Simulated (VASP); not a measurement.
BeCo2, 6 atoms in the cell. Symmetry: Fd-3m, No. 227, cubic system. Conventional cell: a = 6.196 Å, b = 6.196 Å, c = 6.196 Å, α = 90.00°, β = 90.00°, γ = 90.00°. Be (site symmetry -43m) has 12 Co at 2.57 Å and 4 Be at 2.68 Å as nearest neighbours. Around Co (site symmetry -3m) lie 6 Co at 2.19 Å. The cell was built by a generator and needn't be a form met in nature.

* Program: VASP 6.6.1
* Task: single point
* Functional: r2SCAN
* Potentials or basis: VASP PAW PBE potentials, release 64 (Be, Co)
* Cutoff: 520 eV
* k mesh: 9 × 9 × 9
* Occupations: fermi-dirac, width 0.1 eV
* Spin: no spin polarisation
* Dipole correction: no
* Further INCAR settings: ALGO = Normal; EDIFF = 1e-07; NBANDS = 29

Potentials or basis: VASP PAW PBE potentials, release 64 (Be, Co).

The run is started by

```sh
$ cat potpaw_PBE.64/Be/POTCAR potpaw_PBE.64/Co/POTCAR > POTCAR
$ cp INCAR.step1 INCAR
$ mpirun -np 1 vasp_std > vasp.out
$ cp INCAR.step2 INCAR
$ mpirun -np 1 vasp_std > vasp.out
```

Hardware: 1 thread of Intel(R) Xeon(R) 6975P-C (Granite Rapids) (shared host).

**Question.** How long does it take, and how much memory?

**Answer.** Wall time 2.2 min on 1 thread of Intel(R) Xeon(R) 6975P-C (Granite Rapids), with other jobs on the host, peak memory 0.23 GiB. Counts: scf iterations 12, k points 35.
